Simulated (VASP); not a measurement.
# LuAl3N4 (P6_3mc) in VASP: settings compared, part 2 of 2

VASP 6.6.1. Earlier steps stand in the parts before.

## (4) Single point, r2SCAN

This run uses another cell than the first one, of 12.09 Å³/atom, 1.003 times its volume.

File INCAR:

```
  PREC = Accurate
  ENCUT = 520
  EDIFF = 1E-6
  ISMEAR = 0
  SIGMA = 0.03
  LREAL = F
  LASPH = T
  NELM = 150
  ALGO = Normal
  ISIF = 2
  LWAVE = F
  LCHARG = F
  METAGGA = R2SCAN
  LMIXTAU = T
  NBANDS = 68
  KPAR = 4
```

File KPOINTS:

```
Automatic mesh
0
Gamma
  4 4 6
```

File POSCAR:

```
LuAl3N4                                 
1.0
    6.5872894762      0.0000000000      0.0000000000
   -3.2936447381      5.7047600295     -0.0000000000
    0.0000000000      0.0000000000      5.1470994857
  Lu              Al              N             
     2     6     8
Direct
     0.6666666699999979    0.3333333300000021    0.4825309648185455
     0.3333333300000021    0.6666666699999979    0.9825309648185454
     0.3192090153489066    0.1596045026744564    0.9961506025351710
     0.8403954973255435    0.1596045026744564    0.9961506025351710
     0.8403954973255435    0.6807909846510934    0.9961506025351710
     0.1596045026744564    0.3192090153489066    0.4961506025351710
     0.1596045026744564    0.8403954973255435    0.4961506025351710
     0.6807909846510934    0.8403954973255435    0.4961506025351710
     0.3036848706821630    0.1518424303410811    0.3649530871312837
     0.8481575696589189    0.1518424303410811    0.3649530871312837
     0.8481575696589189    0.6963151293178370    0.3649530871312837
     0.6666666699999979    0.3333333300000021    0.9236603061820847
     0.1518424303410811    0.3036848706821630    0.8649530871312837
     0.1518424303410811    0.8481575696589189    0.8649530871312837
     0.6963151293178370    0.8481575696589189    0.8649530871312837
     0.3333333300000021    0.6666666699999979    0.4236603061820847
```

Potentials or basis: VASP PAW PBE potentials, release 64 (Lu, Al, N).

The run is started by

```console
$ cat potpaw_PBE.64/Lu/POTCAR potpaw_PBE.64/Al/POTCAR potpaw_PBE.64/N/POTCAR > POTCAR
$ mpirun -np 4 vasp_std > vasp.out
```

OUTCAR:

```text
PREC = Accurate
   ENCUT = 520
   EDIFF = 1E-6
   ISMEAR = 0
   LREAL = F
   LASPH = T
   NELM = 150
   ISIF = 2
   METAGGA = R2SCAN

 ion  position               nearest neighbor table
   1  0.667  0.333  0.483-   9 2.16  10 2.16  11 2.16  12 2.27   3 3.19   4 3.19   5 3.19   6 3.30
                             8 3.30   7 3.30   7 3.30   6 3.30   8 3.30   4 3.30   3 3.30   5 3.30
   2  0.333  0.667  0.983-  14 2.16  15 2.16  13 2.16  16 2.27   7 3.19   8 3.19   6 3.19   5 3.30
                             3 3.30   4 3.30   4 3.30   5 3.30   3 3.30   8 3.30   7 3.30   6 3.30
   3  0.319  0.160  0.996-   9 1.90  14 1.90  13 1.90  12 2.02   7 3.15   7 3.15   6 3.15   6 3.15
                             4 3.15   5 3.15   1 3.19   2 3.30   2 3.30   1 3.30
   4  0.840  0.160  0.996-  10 1.90  13 1.90  15 1.90  12 2.02   6 3.15   6 3.15   8 3.15   8 3.15
                             3 3.15   5 3.15   1 3.19   2 3.30   2 3.30   1 3.30
   5  0.840  0.681  0.996-  11 1.90  14 1.90  15 1.90  12 2.02   7 3.15   7 3.15   8 3.15   8 3.15
                             3 3.15   4 3.15   1 3.19   2 3.30   2 3.30   1 3.30
   6  0.160  0.319  0.496-  13 1.90  10 1.90   9 1.90  16 2.02   4 3.15   4 3.15   3 3.15   3 3.15
                             7 3.15   8 3.15   2 3.19   1 3.30   1 3.30   2 3.30
   7  0.160  0.840  0.496-  14 1.90  11 1.90   9 1.90  16 2.02   5 3.15   5 3.15   3 3.15   3 3.15
                             8 3.15   6 3.15   2 3.19   1 3.30   1 3.30   2 3.30
   8  0.681  0.840  0.496-  15 1.90  10 1.90  11 1.90  16 2.02   4 3.15   4 3.15   5 3.15   5 3.15
                             7 3.15   6 3.15   2 3.19   1 3.30   1 3.30   2 3.30
   9  0.304  0.152  0.365-   3 1.90   7 1.90   6 1.90   1 2.16
  10  0.848  0.152  0.365-   4 1.90   6 1.90   8 1.90   1 2.16
  11  0.848  0.696  0.365-   5 1.90   7 1.90   8 1.90   1 2.16
  12  0.667  0.333  0.924-   3 2.02   4 2.02   5 2.02   1 2.27
  13  0.152  0.304  0.865-   6 1.90   4 1.90   3 1.90   2 2.16
  14  0.152  0.848  0.865-   7 1.90   5 1.90   3 1.90   2 2.16
  15  0.696  0.848  0.865-   8 1.90   4 1.90   5 1.90   2 2.16
  16  0.333  0.667  0.424-   7 2.02   8 2.02   6 2.02   2 2.27

  LATTYP: Found a hexagonal cell.
 ALAT       =     6.5872894762
 C/A-ratio  =     0.7813683465

  Lattice vectors:

 A1 = (   6.5872894762,   0.0000000000,   0.0000000000)
 A2 = (  -3.2936447381,   5.7047600295,   0.0000000000)
 A3 = (   0.0000000000,   0.0000000000,   5.1470994857)

[... 178 lines left out ...]
 non-spin polarized calculation
 Gauss-broadening in eV      SIGMA  =   0.03
  energy-cutoff  :      520.00
  volume of cell :      193.42
 maximum number of plane-waves:      5263
 NGX is ok and might be reduce to    50
   NGX = 25   NGY = 25   NGZ = 19

 number of electron     107.9999997 magnetization

 Free energy of the ion-electron system (eV)
  ---------------------------------------------------
  ext. energy  EPLUGINS =         0.00000000
  ---------------------------------------------------
  free energy    TOTEN  =      -215.49456016 eV

  energy without entropy =     -215.49456016  energy(sigma->0) =     -215.49456016

 E-fermi :   4.4513     XC(G=0): -11.5326

 val. band max:        4.2215318984   @ k =   0.5000   0.0000   0.0000
 cond. band min:       7.8224850633   @ k =   0.0000   0.0000   0.0000
 fundamental gap:      3.6009531649
 Fermi energy:         4.4513066819

 k-point     1 :       0.0000    0.0000    0.0000
  band No.  band energies     occupation
      1     -50.6741      2.00000
      2     -50.6737      2.00000
      3     -20.9538      2.00000
      4     -20.9538      2.00000
      5     -20.9428      2.00000
      6     -20.9428      2.00000
[... 1093 lines left out ...]
     65      12.4124      0.00000
     66      12.4124      0.00000
 [bands above 66 left out]

------------------------ aborting loop because EDIFF is reached ----------------------------------------

  FORCE on cell =-STRESS in cart. coord.  units (eV):
  Direction    XX          YY          ZZ          XY          YZ          ZX
  --------------------------------------------------------------------------------------
  -------------------------------------------------------------------------------------
  Total       -4.6631948     -4.6631948     -4.6808787      0.0000000      0.0000000      0.0000000
  in kB      -38.6266855    -38.6266856    -38.7731667      0.0000000      0.0000000      0.0000000
  external PRESSURE =     -38.6755126 kB  Pullay stress =       0.0000000 kB

 VOLUME and BASIS-vectors are now :
 -----------------------------------------------------------------------------
  energy-cutoff  :      520.00
  volume of cell :      193.42
      direct lattice vectors                 reciprocal lattice vectors
     6.587289476  0.000000000  0.000000000     0.151807508  0.087646106  0.000000000
    -3.293644738  5.704760030  0.000000000     0.000000000  0.175292211  0.000000000
     0.000000000  0.000000000  5.147099486     0.000000000  0.000000000  0.194284179

 POSITION                                       TOTAL-FORCE (eV/Angst)
 -----------------------------------------------------------------------------------
      3.29364      1.90159      2.48363         0.000000     -0.000000     -0.079718
     -0.00000      3.80317      5.05718         0.000000     -0.000000     -0.079718
      1.57704      0.91051      5.12729        -0.063529     -0.036679      0.043429
      5.01025      0.91051      5.12729         0.063529     -0.036679      0.043429
      3.29364      3.88375      5.12729         0.000000      0.073358      0.043429
     -0.00000      1.82101      2.55374         0.000000     -0.073358      0.043429
[... 8 lines left out ...]
      1.79330      4.83854      4.45200         0.065544      0.037842     -0.031525
     -0.00000      3.80317      2.18062         0.000000     -0.000000      0.044004
 -----------------------------------------------------------------------------------
    total drift:                               -0.000124      0.000073      0.021586

  FREE ENERGIE OF THE ION-ELECTRON SYSTEM (eV)
  ---------------------------------------------------
  free  energy   TOTEN  =      -215.4945601552 eV

  energy  without entropy=     -215.4945601552  energy(sigma->0) =     -215.49456016
```

OSZICAR:

```text
N       E                     dE             d eps       ncg     rms          rms(c)
DAV:   1     0.985201740647E+03    0.98520E+03   -0.43644E+04  3544   0.438E+03
DAV:   2     0.140394939921E+02   -0.97116E+03   -0.89639E+03  2928   0.927E+02
DAV:   3    -0.224015239517E+03   -0.23805E+03   -0.22475E+03  2640   0.229E+02
[... 15 lines left out ...]
DAV:  19    -0.215494552922E+03   -0.32038E-04   -0.41008E-05  2848   0.449E-02    0.860E-03
DAV:  20    -0.215494554501E+03   -0.15786E-05   -0.13192E-05  2256   0.113E-01    0.662E-03
DAV:  21    -0.215494561623E+03   -0.71220E-05   -0.95507E-06  2252   0.624E-02    0.469E-03
DAV:  22    -0.215494560262E+03    0.13606E-05   -0.16985E-06  1692   0.730E-03    0.429E-03
DAV:  23    -0.215494560155E+03    0.10705E-06   -0.15241E-07  1272   0.255E-03
   1 F= -.21549456E+03 E0= -.21549456E+03  d E =-.176439E-28
```

stdout:

```text
POSCAR found type information on POSCAR LuAlN
 POSCAR found :  3 types and      16 ions
 scaLAPACK will be used
 -----------------------------------------------------------------------------
|                                                                             |
|                                                                             |
|     You enforced a specific xc type in the INCAR file but a different       |
|     I HOPE YOU KNOW WHAT YOU ARE DOING!                                     |
|                                                                             |
 -----------------------------------------------------------------------------

 LDA part: xc-table for (None), standard interpolation
 POSCAR, INCAR and KPOINTS ok, starting setup
 FFT: planning ... GRIDC
 FFT: planning ... GRID_SOFT
 FFT: planning ... GRID
 WAVECAR not read
 entering main loop
```

It took 3.2 min on 4 MPI ranks of Intel Xeon 6975P-C (Granite Rapids), shared host; peak memory 0.45 GiB.

What came out:

```
Free energy            : -215.4946 eV
Pressure               : -3.9 GPa
Largest force          : 0.085 eV/Å
Band gap on the k mesh : 3.60 eV, indirect (least direct gap 3.68 eV)
```

Forces on the atoms (eV/Å):
```
Lu   0.000  0.000 -0.080
Lu   0.000  0.000 -0.080
Al  -0.064 -0.037  0.043
Al   0.064 -0.037  0.043
Al   0.000  0.073  0.043
Al   0.000 -0.073  0.043
Al  -0.064  0.037  0.043
Al   0.064  0.037  0.043
N   -0.066 -0.038 -0.032
N    0.066 -0.038 -0.032
N    0.000  0.076 -0.032
N    0.000  0.000  0.044
N    0.000 -0.076 -0.032
N   -0.066  0.038 -0.032
N    0.066  0.038 -0.032
N    0.000  0.000  0.044
```

Levels at points of the mesh, in eV from the valence-band top:
```csv
k point,band 50,band 51,band 52,band 53,band 54,band 55,band 56,band 57,band 58,band 59
"(0.00, 0.00, 0.00)",-0.51,-0.51,-0.38,-0.38,-0.08,3.60,4.66,4.66,5.04,5.04
"(0.50, 0.00, 0.00)",-0.61,-0.33,-0.14,-0.14,0.00,4.90,5.04,5.36,5.51,5.79
"(0.00, 0.00, 0.50)",-1.11,-0.37,-0.37,-0.37,-0.37,5.03,5.03,5.03,5.03,5.03
"(0.50, 0.00, 0.50)",-1.03,-0.31,-0.31,-0.12,-0.12,5.42,5.42,5.77,5.77,5.97
```

Caveat: the PAW data sets were made with another functional, which shifts forces and pressure a little; spin-orbit coupling is left out, which moves the levels of the heavy elements. A k mesh can miss the band edges.
